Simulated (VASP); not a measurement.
# BaTiO3: excitons from the Bethe-Salpeter equation

What does the electron-hole attraction do to the spectrum of BaTiO3? The cell has space group P4mm. The start is a cell from a database of measured crystal structures.

Calculated with VASP 6.6.1; r2SCAN, no spin polarisation; plane waves and PAW (Ba_sv_GW, Ti_sv_GW, O_GW), in the first sound run; inputs show where later runs differ.

The database entry behind the starting cell differs from later determinations by our own check (c/a about 0.6 % short), so it need not match the best structure at ambient conditions.

## 1. Starting point

The structure is tetragonal, space group P4mm (No. 99). Conventional cell: a = 4.000 Å, b = 4.000 Å, c = 4.018 Å, α = 90.00°, β = 90.00°, γ = 90.00°. Ba has 12 O at 2.79 to 2.88 Å nearest. Ti has 6 O at 1.89 to 2.13 Å nearest. Nearest to O lie 2 Ti at 1.89 to 2.13 Å and 4 Ba at 2.83 Å. Nearest to O lie 2 Ti at 2.00 Å and 4 Ba at 2.79 to 2.88 Å. Farther neighbours and most contacts between anions are not listed.

## 2. Ground state

The orbitals come from a self-consistent r2SCAN run. A small SIGMA keeps every occupation at zero or full.

Input file INCAR:

```
SYSTEM = BaTiO3
PREC = Accurate
ENCUT = 440
EDIFF = 1E-08
NELM = 100
ISMEAR = 0
SIGMA = 0.01
LREAL = .FALSE.
ALGO = Normal
METAGGA = R2SCAN
LASPH = .TRUE.
NBANDS = 26
LORBIT = 11
LWAVE = .TRUE.
LCHARG = .FALSE.
KPAR = 8
```

Input file POSCAR:

```
BaTiO3
1.0
    3.9998000000      0.0000000000      0.0000000000
    0.0000000000      3.9998000000      0.0000000000
    0.0000000000      0.0000000000      4.0180000000
Ba Ti O
1 1 3
Direct
    0.0000000000      0.0000000000      0.0000000000
    0.5000000000      0.5000000000      0.4900000000
    0.5000000000      0.5000000000      0.0190000000
    0.5000000000      0.0000000000      0.5170000000
    0.0000000000      0.5000000000      0.5170000000
```

Input file KPOINTS:

```
Automatic mesh
0
Gamma
6 6 6
0 0 0
```

The projector-augmented-wave data sets are Ba_sv_GW, Ti_sv_GW and O_GW (PBE family, release 64).

Command:

```sh
$ mpirun -np 8 vasp_std
```

What it wrote:

```text
[banner, memory and clock lines left out]
running    8 mpi-ranks, on    1 nodes
 distrk:  each k-point on    1 cores,    8 groups
 distr:  one band on    1 cores,    1 groups

 POSCAR found type information on POSCAR BaTiO
 POSCAR found :  3 types and       5 ions
|                                                                             |
|           W    W    AA    RRRRR   N    N  II  N    N   GGGG   !!!           |
|           W    W   A  A   R    R  NN   N  II  NN   N  G    G  !!!           |
|           W    W  A    A  R    R  N N  N  II  N N  N  G       !!!           |
|           W WW W  AAAAAA  RRRRR   N  N N  II  N  N N  G  GGG   !            |
|           WW  WW  A    A  R   R   N   NN  II  N   NN  G    G                |
|           W    W  A    A  R    R  N    N  II  N    N   GGGG   !!!           |
|                                                                             |
|     For optimal performance we recommend to set                             |
|       NCORE = 2 up to number-of-cores-per-socket                            |
|     NCORE specifies how many cores store one orbital (NPAR=cpu/NCORE).      |
|     This setting can greatly improve the performance of VASP for DFT.       |
|     The default, NCORE=1 might be grossly inefficient on modern             |
|     multi-core architectures or massively parallel machines. Do your        |
|     Unfortunately you need to use the default for GW and RPA                |
|     calculations (for HF NCORE is supported but not extensively tested      |
|     yet).                                                                   |
|                                                                             |

|                                                                             |
|               ----> ADVICE to this user running VASP <----                  |
|                                                                             |
|     You enforced a specific xc type in the INCAR file but a different       |
|     [... a line on the potential file left out ...]
|     I HOPE YOU KNOW WHAT YOU ARE DOING!                                     |
|                                                                             |

 LDA part: xc-table for (None), standard interpolation
 POSCAR, INCAR and KPOINTS ok, starting setup
 FFT: planning ... GRIDC
 FFT: planning ... GRID_SOFT
 FFT: planning ... GRID
 WAVECAR not read
 entering main loop
       N       E                     dE             d eps       ncg     rms          rms(c)
DAV:   1     0.668917750774E+03    0.66892E+03   -0.17385E+04  2112   0.155E+03
DAV:   2     0.190792172148E+02   -0.64984E+03   -0.63679E+03  3488   0.828E+02
DAV:   3    -0.101345481111E+03   -0.12042E+03   -0.11536E+03  3552   0.316E+02
DAV:   4    -0.107561286986E+03   -0.62158E+01   -0.61777E+01  3592   0.835E+01
DAV:   5    -0.107857020879E+03   -0.29573E+00   -0.29408E+00  3648   0.206E+01    0.193E+01
DAV:   6    -0.772276861106E+02    0.30629E+02   -0.49043E+01  3768   0.853E+01    0.552E+00
DAV:   7    -0.779949287731E+02   -0.76724E+00   -0.49186E+00  3592   0.273E+01    0.401E+00
DAV:   8    -0.781191586312E+02   -0.12423E+00   -0.10428E+00  3806   0.147E+01    0.186E+00
DAV:   9    -0.780851687086E+02    0.33990E-01   -0.94984E-01  3840   0.115E+01    0.139E+00
DAV:  10    -0.780574489000E+02    0.27720E-01   -0.71832E-02  3656   0.377E+00    0.712E-01
DAV:  11    -0.780529635684E+02    0.44853E-02   -0.10140E-01  3624   0.436E+00    0.419E-01
DAV:  12    -0.780503914041E+02    0.25722E-02   -0.76355E-03  3776   0.134E+00    0.185E-01
DAV:  13    -0.780499535779E+02    0.43783E-03   -0.54834E-03  3824   0.964E-01    0.763E-02
DAV:  14    -0.780498943523E+02    0.59226E-04   -0.34356E-04  3768   0.265E-01    0.245E-02
DAV:  15    -0.780498928086E+02    0.15437E-05   -0.23067E-05  3688   0.438E-02    0.120E-02
DAV:  16    -0.780498928937E+02   -0.85137E-07   -0.58203E-06  3696   0.221E-02    0.330E-03
DAV:  17    -0.780498927515E+02    0.14221E-06   -0.57803E-07  3736   0.772E-03    0.280E-03
DAV:  18    -0.780498923666E+02    0.38489E-06   -0.27601E-07  3744   0.755E-03    0.125E-03
DAV:  19    -0.780498922643E+02    0.10227E-06   -0.39173E-08  2456   0.258E-03    0.705E-04
DAV:  20    -0.780498922272E+02    0.37105E-07   -0.47414E-08  2726   0.316E-03    0.211E-04
DAV:  21    -0.780498922134E+02    0.13835E-07   -0.50666E-09  2168   0.148E-03    0.120E-04
DAV:  22    -0.780498922180E+02   -0.46025E-08   -0.24628E-09  2096   0.111E-03
   1 F= -.78049892E+02 E0= -.78049892E+02  d E =-.208271E-34
 writing wavefunctions
```

Run time: 28 s. Hardware: 8 MPI ranks of Intel Xeon 6975P-C (Granite Rapids), shared host; peak memory 1.9 GiB; 3.5 min of CPU time.

The logs omit lines about the potential files and the build; timing stands in the text.

From OUTCAR (step 2):

```text
ion  position               nearest neighbor table
   1  0.000  0.000  0.000-
   2  0.500  0.500  0.490-   3 1.89   4 2.00   5 2.00   4 2.00   5 2.00   3 2.13
   3  0.500  0.500  0.019-   2 1.89   2 2.13
   4  0.500  0.000  0.517-   2 2.00   2 2.00
   5  0.000  0.500  0.517-   2 2.00   2 2.00

  LATTYP: Found a simple tetragonal cell.
 ALAT       =     3.9998000000
 C/A-ratio  =     1.0045502275

 Subroutine GETGRP returns: Found  8 space group operations
 (whereof  8 operations were pure point group operations)

The static configuration has the point symmetry C_4v.

 Found     40 irreducible k-points:

   k-points           NKPTS =     40   k-points in BZ     NKDIM =     40   number of bands    NBANDS=     26

   dimension x,y,z NGX =    28 NGY =   28 NGZ =   28
   dimension x,y,z NGXF=    56 NGYF=   56 NGZF=   56

   ENCUT  =  440.0 eV  32.34 Ry    5.69 a.u.   6.84  6.84  6.87*2*pi/ulx,y,z

   NELECT =      40.0000    total number of electrons

 k-points in reciprocal lattice and weights: Automatic mesh
   0.00000000  0.00000000  0.00000000       0.005
   0.16666667  0.00000000  0.00000000       0.019
   0.33333333  0.00000000  0.00000000       0.019
   0.50000000  0.00000000  0.00000000       0.009
   0.16666667  0.16666667  0.00000000       0.019
   0.33333333  0.16666667  0.00000000       0.037
   0.50000000  0.16666667  0.00000000       0.019
   0.33333333  0.33333333  0.00000000       0.019
   0.50000000  0.33333333  0.00000000       0.019
[...]
0.50000000  0.33333333  0.50000000       0.019
   0.50000000  0.50000000  0.50000000       0.005

 average (electrostatic) potential at core
       1 -84.2987       2-104.0394       3 -71.8615       4 -71.7392       5 -71.7392

 E-fermi :   5.1860

 k-point     1 :       0.0000    0.0000    0.0000
  band No.  band energies     occupation
    ...
     16       3.8270      2.00000
     17       3.9148      2.00000
     18       4.8145      2.00000
     19       4.8394      2.00000
     20       4.8394      2.00000
     21       7.2826      0.00000
     22       7.4852      0.00000
     23       7.4852      0.00000
     24       9.4019      0.00000
     25       9.5050      0.00000
    ...

 k-point     2 :       0.1667    0.0000    0.0000
  band No.  band energies     occupation
    ...
     16       3.6103      2.00000
     17       3.7460      2.00000
     18       4.2819      2.00000
     19       4.6263      2.00000
     20       4.7074      2.00000
     21       7.5060      0.00000
     22       7.7729      0.00000
     23       7.8265      0.00000
     24       9.4755      0.00000
     25      10.1456      0.00000
    ...

 k-point     3 :       0.3333    0.0000    0.0000
  band No.  band energies     occupation
    ...
     16       3.3522      2.00000
     17       3.3927      2.00000
     18       3.5956      2.00000
     19       4.3043      2.00000
     20       4.3924      2.00000
     21       7.5611      0.00000
     22       8.5847      0.00000
     23       8.5962      0.00000
     24       9.4731      0.00000
     25      11.0551      0.00000
    ...

  Total       -1.6842810     -1.6842810     -1.3619602      0.0000000     -0.0000000      0.0000000
  in kB      -41.9796334    -41.9796334    -33.9459922      0.0000000     -0.0000000      0.0000000
  external PRESSURE =     -39.3017530 kB  Pullay stress =       0.0000000 kB

  energy-cutoff  :      440.00
  volume of cell :       64.28
      direct lattice vectors                 reciprocal lattice vectors
     3.999800000  0.000000000  0.000000000     0.250012501  0.000000000  0.000000000
     0.000000000  3.999800000  0.000000000     0.000000000  0.250012501  0.000000000
     0.000000000  0.000000000  4.018000000     0.000000000  0.000000000  0.248880040

 POSITION                                       TOTAL-FORCE (eV/Angst)
 -----------------------------------------------------------------------------------
      0.00000      0.00000      0.00000         0.000000      0.000000      0.057529
      1.99990      1.99990      1.96882         0.000000     -0.000000     -0.177789
      1.99990      1.99990      0.07634         0.000000     -0.000000      0.396789
      1.99990      0.00000      2.07731         0.000000      0.000000     -0.138265
      0.00000      1.99990      2.07731         0.000000      0.000000     -0.138265
 -----------------------------------------------------------------------------------
    total drift:                                0.000000      0.000000     -0.011882

  FREE ENERGIE OF THE ION-ELECTRON SYSTEM (eV)
  ---------------------------------------------------
  free  energy   TOTEN  =       -78.0498922180 eV

  energy  without entropy=      -78.0498922180  energy(sigma->0) =      -78.04989222

 total charge
# of ion       s       p       d       f       tot
--------------------------------------------------
    1        1.957   4.614   0.112   0.024   6.707
    2        2.204   6.108   1.360   0.036   9.709
    3        1.553   3.459   0.000   0.000   5.013
    4        1.550   3.459   0.000   0.000   5.009
    5        1.550   3.459   0.000   0.000   5.009
--------------------------------------------------
tot          8.814  21.100   1.472   0.060  31.446

[... 3 further parts left out ...]
```

The gap is read on the k-mesh alone, so it is an upper bound where the band edges lie off the mesh. The PAW data sets were made with PBE, which is usual practice but a small mismatch for other functionals.

Numbers from this step:

| Item | Value |
| --- | --- |
| free energy (TOTEN) | -78.0499 eV |
| Fermi energy | 5.186 eV |
| pressure | -3.930 GPa |
| gap on the k-mesh | 2.180 eV |
| least direct gap on the k-mesh | 2.443 eV |

The cell has a gap of 2.18 eV on this mesh and a pressure of -3.9 GPa, which holds the misfit of the given cell and coordinates with this functional, and any error of cutoff, mesh and data sets. Spin-orbit coupling is left out, which can shift or reorder these edges. Forces of up to 0.40 eV/Å remain in these settings.

## 3. Empty bands

ALGO = Exact makes the empty bands from the converged ground state in one step. LOPTICS writes the k-derivatives of the orbitals (WAVEDER), which give the long-wavelength limit of the screening.

Input file INCAR:

```
SYSTEM = BaTiO3
PREC = Accurate
ENCUT = 440
ISMEAR = 0
SIGMA = 0.01
LREAL = .FALSE.
METAGGA = R2SCAN
LASPH = .TRUE.
NBANDS = 152
ALGO = Exact
NELM = 1
LWAVE = .TRUE.
LCHARG = .FALSE.
LOPTICS = .TRUE.
NEDOS = 1000
CSHIFT = 0.1
```

POSCAR is that of step 2.

KPOINTS is that of step 2.

Command:

```sh
$ mpirun -np 8 vasp_std
```

What it wrote:

```text
[banner, memory and clock lines left out]
running    8 mpi-ranks, on    1 nodes
 distrk:  each k-point on    8 cores,    1 groups
 distr:  one band on    1 cores,    8 groups

 POSCAR found type information on POSCAR BaTiO
 POSCAR found :  3 types and       5 ions
 [... a notice as in an earlier step ...]

 [... a notice as in an earlier step ...]

 LDA part: xc-table for (None), standard interpolation
 found WAVECAR, reading the header
  number of bands has changed, file:    26 present:   152
  trying to continue reading WAVECAR, but it might fail
 POSCAR, INCAR and KPOINTS ok, starting setup
 FFT: planning ... GRIDC
 FFT: planning ... GRID_SOFT
 FFT: planning ... GRID
 reading WAVECAR
 random initialization beyond band           26
 the WAVECAR file was read successfully
 initial charge from wavefunction
 entering main loop
       N       E                     dE             d eps       ncg     rms          rms(c)
DIA:   1    -0.780498922174E+02   -0.78050E+02    0.00000E+00     0   0.000E+00
   1 F= -.78049892E+02 E0= -.78049892E+02  d E =-.277867E-52
 writing wavefunctions
 optical routines
 imaginary and real dielectric function
 direction            1
 direction            2
 direction            3
```

It took 35 s on 8 MPI ranks; peak memory 3 GiB; 4.3 min of CPU time.

From OUTCAR (step 3):

```text
The static configuration has the point symmetry C_4v.

 Found     40 irreducible k-points:

   k-points           NKPTS =     40   k-points in BZ     NKDIM =     40   number of bands    NBANDS=    152

   NELECT =      40.0000    total number of electrons

 E-fermi :   5.2079

 k-point     1 :       0.0000    0.0000    0.0000
  band No.  band energies     occupation
    ...
     16       3.8270      2.00000
     17       3.9148      2.00000
     18       4.8145      2.00000
     19       4.8394      2.00000
     20       4.8394      2.00000
     21       7.2826      0.00000
     22       7.4851      0.00000
     23       7.4851      0.00000
     24       9.4009      0.00000
     25       9.5024      0.00000
    ...

 k-point     2 :       0.1667    0.0000    0.0000
  band No.  band energies     occupation
    ...
     16       3.6103      2.00000
     17       3.7460      2.00000
     18       4.2819      2.00000
     19       4.6263      2.00000
     20       4.7074      2.00000
     21       7.5059      0.00000
     22       7.7728      0.00000
     23       7.8265      0.00000
     24       9.4753      0.00000
     25      10.1301      0.00000
    ...

  Total       -1.6847720     -1.6847720     -1.3624613      0.0000000      0.0000000      0.0000000
  in kB      -41.9918707    -41.9918707    -33.9584829      0.0000000      0.0000000      0.0000000
  external PRESSURE =     -39.3140748 kB  Pullay stress =       0.0000000 kB

 POSITION                                       TOTAL-FORCE (eV/Angst)
 -----------------------------------------------------------------------------------
      0.00000      0.00000      0.00000         0.000000     -0.000000      0.057524
      1.99990      1.99990      1.96882         0.000000      0.000000     -0.177808
      1.99990      1.99990      0.07634         0.000000     -0.000000      0.396804
      1.99990      0.00000      2.07731         0.000000     -0.000000     -0.138260
      0.00000      1.99990      2.07731         0.000000      0.000000     -0.138260
 -----------------------------------------------------------------------------------
    total drift:                                0.000000      0.000000     -0.011859

  FREE ENERGIE OF THE ION-ELECTRON SYSTEM (eV)
  ---------------------------------------------------
  free  energy   TOTEN  =       -78.0498922174 eV

  energy  without entropy=      -78.0498922174  energy(sigma->0) =      -78.04989222

 plasma frequency squared (from intraband transitions) (eV^2)
  --------------------------------------------------------------------------------------
       0.000       0.000      -0.000
       0.000       0.000       0.000
       0.000       0.000       0.000

[... 7 parts as in an earlier step ...]

[... 5 further parts left out ...]
```

WAVECAR now holds 152 bands for 40 electrons. Its independent-particle dielectric tensor has xx, yy, zz = 5.9, 5.9, 5.8 on this mesh, which isn't tested for convergence in mesh or bands and lacks local fields.

(Continued in part 2 of 4.)

[Lines on the potential files, build, host, timing and source positions are cut from VASP's logs without a mark.]

[Logs are printed without paths, hosts, clocks, repeated set-up lines and the standing remarks that a program may print on its own settings, such as how far it seeks lower states.]

[Hosts, paths, dates, database ids (printed as entryN), source tags and the programs' standing remarks are cut or masked in the printed files.]

[Pressures printed for these runs are not shown converged in the cutoff: they can be off by several GPa and have the wrong sign.]
